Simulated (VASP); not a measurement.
Crystal: Na3TeH.

```
CELL_PARAMETERS angstrom
4.76717 0.00000 0.00000
0.00000 4.76717 0.00000
0.00000 0.00000 4.76717
ATOMIC_POSITIONS crystal
Na 0.50000 0.00000 0.50000
Na 0.00000 0.50000 0.50000
Na 0.50000 0.50000 0.00000
Te 0.00000 0.00000 0.00000
H 0.50000 0.50000 0.50000
```

The cell was built by a generator and needn't be a form met in nature.

| Item | Value |
| --- | --- |
| Program | VASP 6.6.1 |
| Task | relaxation of cell and atoms |
| Functional | PBE |
| Dispersion | D3(BJ) |
| Potentials or basis | VASP PAW PBE potentials, release 64 (Na_pv, Te, H) |
| Cutoff | 600 eV |
| k mesh | 6 × 6 × 6 |
| Occupations | gaussian, width 0.03 eV |
| Spin | no spin polarisation |

At the start: pressure -1.8 GPa; volume 21.67 Å³/atom.

Question: How do energy, volume and symmetry change on relaxing?

Answer: Over 4 steps the energy falls by 10.2 meV/atom and the volume is 20.03 Å³/atom (-7.6 %); space group Pm-3m (No. 221, to 0.05 Å).

The path:
```
step  energy change (eV)  largest force (eV/Å)  pressure (GPa)  volume (Å³)
   1              0.0000                0.0000           -1.84       108.34
   2             -0.0356                0.0000           -1.06       104.49
   3             -0.0498                0.0000           -0.27       101.22
   4             -0.0508                0.0000            0.01       100.15
```

Final structure:
```
Na Te H
1.0
     4.64392    0.00000    0.00000
     0.00000    4.64392    0.00000
     0.00000    0.00000    4.64392
Na Te H
3 1 1
Direct
  0.50000 0.00000 0.50000
  0.00000 0.50000 0.50000
  0.50000 0.50000 0.00000
  0.00000 0.00000 0.00000
  0.50000 0.50000 0.50000
```
